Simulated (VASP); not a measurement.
Given:

```
CELL_PARAMETERS angstrom
      0.00000     2.58907     2.58907
      2.60202     0.00000     2.58907
      2.60202     2.58907     0.00000
ATOMIC_POSITIONS crystal
  Mg 0.00000 0.00000 0.00000
  S  0.50000 0.50000 0.50000
```

These are PBEsol GGA, VASP's PBE PAW potentials (set 64) (plane waves; VASP) values and carry that method's errors. Settings: 480 eV cut-off, 8×8×8 Γ-centred mesh, Gaussian smearing of 0.050 eV, potentials Mg S.

Q: Predict the energy per atom (σ→0).

A: 
```json
{
  "energy per atom (σ→0)": "-4.537 eV/atom"
}
```

The absolute energy has meaning only against runs of the same code, potentials and settings.

The compound is MgS in the rock salt structure. This cell was strained or had an atom moved on purpose.
